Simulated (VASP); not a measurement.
CsPbI2Br, 5 atoms in the cell. It takes space group P4/mmm (No. 123, tetragonal). The conventional cell has a = 6.375 Å, b = 6.375 Å, c = 5.962 Å, α = 90.00°, β = 90.00°, γ = 90.00°. Cs (site symmetry 4/mmm) has 8 I at 4.36 Å as nearest neighbours. Pb (site symmetry 4/mmm) is surrounded by 2 Br at 2.98 Å and 4 I at 3.19 Å. Around I (site symmetry mmm) lie 2 Pb at 3.19 Å. Br (site symmetry 4/mmm) is surrounded by 2 Pb at 2.98 Å. The cell comes from a database or a generator and needn't be the stable form of this composition.

* Program: VASP 6.6.1
* Task: single point
* Functional: LDA
* Potentials or basis: VASP PAW LDA potentials, release 64 (Cs_sv, Pb_d, I, Br)
* Cutoff: 520 eV
* k mesh: 4 × 4 × 6
* Occupations: gaussian, width 0.05 eV
* Spin: no spin polarisation
* Dipole correction: no
* Further INCAR settings: ALGO = Fast; EDIFF = 1e-06; NBANDS = 30

Potentials or basis: VASP PAW LDA potentials, release 64 (Cs_sv, Pb_d, I, Br).

Command:

```bash
$ cat potpaw_LDA.64/Cs_sv/POTCAR potpaw_LDA.64/Pb_d/POTCAR potpaw_LDA.64/I/POTCAR potpaw_LDA.64/Br/POTCAR > POTCAR
$ mpirun -np 1 vasp_std > vasp.out
```

Hardware: 1 thread of Intel(R) Xeon(R) Platinum 8259CL CPU @ 2.50GHz (Skylake/Cascade Lake), on a shared host.

Q: How long does it take, and how much memory?

A: Run time: 2.3 min on 1 thread of Intel(R) Xeon(R) Platinum 8259CL CPU @ 2.50GHz (Skylake/Cascade Lake) (shared host), peak memory 0.38 GiB. Counts: scf iterations 15, k points 24.
